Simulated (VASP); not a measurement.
Here is the system:

```xyz
4
Lattice="4.3606 0.0000 0.0000 0.0000 4.3606 0.0000 0.0000 0.0000 6.1493" Properties=species:S:1:pos:R:3 pbc="T T T"
Sn     2.1803     2.1803     3.0747
Te     2.1803     2.1803     0.0000
Pb     0.0000     0.0000     0.0000
Se     0.0000     0.0000     3.0747
```

These are LDA (Ceperley-Alder, Perdew-Zunger), VASP's LDA PAW potentials (set 64) (plane waves; VASP) values and carry that method's errors. Numerical set-up: 400 eV cut-off, 5×5×4 Γ-centred mesh, Gaussian smearing of 0.050 eV, potentials Sn_d Te Pb_d Se.

**Question.** Predict the energy per atom (σ→0).

**Answer.** 
* **energy per atom (σ→0)**: -4.517 eV/atom

Only differences to runs with the same potentials and settings are physical.

The structure comes from a computed database's SnTePbSe entry (P4/mmm); how it stands against other phases isn't given here. It was relaxed first, which changed the volume by -8 %. The start is the result of an earlier pass.
